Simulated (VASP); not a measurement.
An input for Ansatz (written as the equivalent of a VASP run, and not itself run):

Ansatz 0.2 input:
```yaml
crystal:
  lattice:
    - [2.4603054, 0.0000000, 0.0000000]
    - [-1.2301527, 2.1306865, 0.0000000]
    - [0.0000000, 0.0000000, 7.1592988]
  atoms:
    - { symbol: C, position: [0.0000000, 0.0000000, 0.7500000] }
    - { symbol: C, position: [0.0000000, 0.0000000, 0.2500000] }
    - { symbol: C, position: [0.6666670, 0.3333330, 0.7500000] }
    - { symbol: C, position: [0.3333330, 0.6666670, 0.2500000] }
kpoints:
  mp_grid: { grid: [15, 15, 5] }
hamiltonian:
  xc: pbesol
  pseudopotentials: { kind: paw }
scf:
  occupations: { method: methfessel_paxton, width: 0.1 }
  max_iter: 100
relax:
  max_steps: 60
  f_tol: 0.01
  cell: {}
output: { forces: true, stress: true, eigenvalues: true }
```

Task: Translate this input to VASP (INCAR, KPOINTS, POSCAR, choice of POTCAR).

Result: One answer among several that fit: 
File KPOINTS:
```
Automatic mesh
0
Gamma
15 15 5
0 0 0
```

File POSCAR:
```
C
1.0
  2.4603054312   0.0000000000   0.0000000000
 -1.2301527156   2.1306865110   0.0000000000
  0.0000000000   0.0000000000   7.1592988306
C
4
Cartesian
  0.0000000000   0.0000000000   5.3694741229
  0.0000000000   0.0000000000   1.7898247077
  1.2301539458   0.7102281268   5.3694741229
 -0.0000012302   1.4204583842   1.7898247077
```

**INCAR**
```
IBRION  =  2
SYSTEM  =  C
LREAL  =  F   ! projection in real space or not
EDIFF  =  1E-6
ENCUT  =  580
GGA  =  PS
EDIFFG  =  -0.01
LASPH  =  T
ISMEAR  =  1   ! Methfessel-Paxton
PREC  =  Accurate
NELM  =  100
NSW  =  60   ! most ionic steps
ISIF  =  3   ! ions, shape and volume
ALGO  =  Normal
SIGMA  =  0.1   ! width (eV)
LCHARG  =  F
LWAVE  =  F
```

POTCAR, in this order: C (PBE.64 set). Program: vasp_std.

The two are equivalent in intent, not identical: each code has its own PAW files, so the cut-off isn't converted (ENCUT is set for VASP's; basis.ecutwfc is left out, and Ansatz then takes the one that its files recommend); Ansatz stops its SCF on the density residual and VASP on the energy change (EDIFF).

The compound is C in the graphite structure. It was relaxed first, which changed the volume by +7 %. The start is the result of an earlier pass.
